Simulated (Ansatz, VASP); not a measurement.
# SrSbPt: VASP beside Ansatz

```
Sr Sb Pt
1.0
     4.41516    0.00000    0.00000
    -2.20758    3.82364    0.00000
     0.00000    0.00000    4.54526
Sr Sb Pt
1 1 1
Direct
  0.00000 0.00000 0.00000
  0.66667 0.33333 0.50000
  0.33333 0.66667 0.50000
```

Alike in both runs: task relaxation of cell and atoms; functional LDA; k mesh 9 × 9 × 7; occupations fermi-dirac, width 0.05 eV; no spin polarisation.

```csv
,VASP,Ansatz
version,VASP 6.6.1,Ansatz 0.2.0
potentials or method,"VASP PAW LDA potentials, release 64 (Sr_sv, Sb, Pt)","PAW with Ansatz's default frozen-core files, scalar-relativistic"
plane-wave cutoff (eV),600,420
valence electrons in the cell,25,43
```

```csv
,VASP,Ansatz,Ansatz less VASP
relaxed volume (Å³/atom),25.40,25.29,-0.110
relaxed cell length with the largest relative difference (Å),4.383,4.369,-0.0138
energy change over the relaxation (meV/atom),-10,-10,+0.1
```

The two sets of potentials don't hold the same shells in valence. Ansatz warned: «gradients_without_spin_orbit».

The runs have no spin-orbit coupling, so splittings on Pt, Sb are missing.
